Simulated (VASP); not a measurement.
ZnS (zinc blende), at 1.04 of the tabulated volume:

```xyz
2
Lattice="0.0000 2.7406 2.7406 2.7406 0.0000 2.7406 2.7406 2.7406 0.0000" Properties=species:S:1:pos:R:3 pbc="T T T"
Zn     0.0000     0.0000     0.0000
S      1.3703     1.3703     1.3703
```

The lowest empty band near Γ, direction [110], from mBJ (TB09) with spin-orbit coupling in VASP (PAW); its two spin partners are averaged. The gap over the points computed is 3.52 eV, and the next band on that side lies 3.98 eV away at the edge.

Settings: 400 eV cut-off, 9×9×9 Γ-centred mesh, Gaussian smearing of 0.050 eV, potentials Zn S.

| distance from the edge in k (1/Å) | distance in energy (meV) |
|---|---|
| 0.018 | 4.5 |
| 0.025 | 8.6 |
| 0.035 | 17.2 |
| 0.050 | 35.3 |
| 0.070 | 68.8 |

Question: Fit E(1 + αE) = ħ²k²/2m* (ħ²/2m0 = 3.810 eV Å²) and predict the row at 0.095 1/Å.

Answer: The rows don't resolve α, so a parabola serves: the electron mass is m* = 0.271 m0, and so 126.8 meV. The run gave 124.2 meV, -2.6 meV from the fit.

Left out are points under 3 meV from the edge, since the levels carry 0.1 meV, and points farther than half the way to the next band.

The compound is ZnS in the zinc blende structure. The cell was not relaxed at this level.
